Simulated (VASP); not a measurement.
```
CELL_PARAMETERS angstrom
      1.92864    -3.34051     0.00000
      1.92864     3.34051     0.00000
      0.00000     0.00000     6.32444
ATOMIC_POSITIONS crystal
  Zn 0.66667 0.33333 0.50023
  Zn 0.33333 0.66667 0.00023
  S  0.66667 0.33333 0.87477
  S  0.33333 0.66667 0.37477
```

Level of theory: optB86b-vdW, VASP's PBE PAW potentials (set 64) (plane waves; VASP). Run with 520 eV cut-off, 7×7×4 Γ-centred mesh, Gaussian smearing of 0.050 eV, potentials Zn S.

### Question
Give the stress tensor in GPa (positive for a compressed cell).

### Answer

```
-2.09   0.00   0.00
 0.00  -2.09   0.00
 0.00   0.00  -1.98
```
The pressure is its mean diagonal, -2.05 GPa.

The compound is ZnS in the wurtzite structure, the high-temperature form. This cell is one point of a volume scan, at 1.03 of the reference volume.
